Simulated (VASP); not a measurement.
OSZICAR of a VASP run on FeAl (relaxed from the CsCl type structure, space group Pm-3m):

### OSZICAR
```
       N       E                     dE             d eps       ncg     rms          rms(c)
DAV:   1     0.256547638422E+02    0.25655E+02   -0.42970E+03  2184   0.991E+02
DAV:   2    -0.148552519722E+02   -0.40510E+02   -0.39162E+02  2190   0.169E+02
DAV:   3    -0.158581462117E+02   -0.10029E+01   -0.99213E+00  2584   0.356E+01
DAV:   4    -0.158757448954E+02   -0.17599E-01   -0.17589E-01  2723   0.433E+00
DAV:   5    -0.158761083062E+02   -0.36341E-03   -0.36298E-03  2661   0.539E-01    0.149E+01
DAV:   6    -0.177842972634E+02   -0.19082E+01   -0.78591E+01  2475   0.140E+02    0.180E+01
DAV:   7    -0.137606528605E+02    0.40236E+01   -0.38166E+01  2431   0.864E+01    0.265E+00
DAV:   8    -0.137218396023E+02    0.38813E-01   -0.24920E-01  2412   0.615E+00    0.153E+00
DAV:   9    -0.137048220881E+02    0.17018E-01   -0.50720E-02  2641   0.334E+00    0.391E-01
DAV:  10    -0.137043157793E+02    0.50631E-03   -0.10112E-03  2756   0.440E-01    0.191E-01
DAV:  11    -0.137042795010E+02    0.36278E-04   -0.34700E-05  2333   0.553E-02    0.862E-03
DAV:  12    -0.137042792218E+02    0.27925E-06   -0.37534E-06  3013   0.257E-02    0.505E-03
DAV:  13    -0.137042792933E+02   -0.71469E-07   -0.21061E-07  1236   0.534E-03
   1 F= -.13704279E+02 E0= -.13704279E+02  d E =0.000000E+00
```

Problem. Which electronic solver shows in the log?

Solution. It is blocked Davidson (ALGO = Normal, or the opening steps of other solvers). The INCAR had ALGO = Normal.

Problem. How was spin treated?

Solution. Without spin polarisation: there is no mag entry.

Problem. Can the final energy be trusted as converged?

Solution. The run converged. It stopped with EDIFF = 1E-7, NELM = 100 (PBEsol GGA, plane waves, VASP's PBE PAW potentials (set 64)).

The structure was generated: FeAl was put into the CsCl type type (Pm-3m), which need not be its known phase. It was relaxed first, which changed the volume by -36 %. The run is not spin-polarised, so no magnetic state was tried. The electron count is odd and the run is not spin-polarised, which forces a metal.
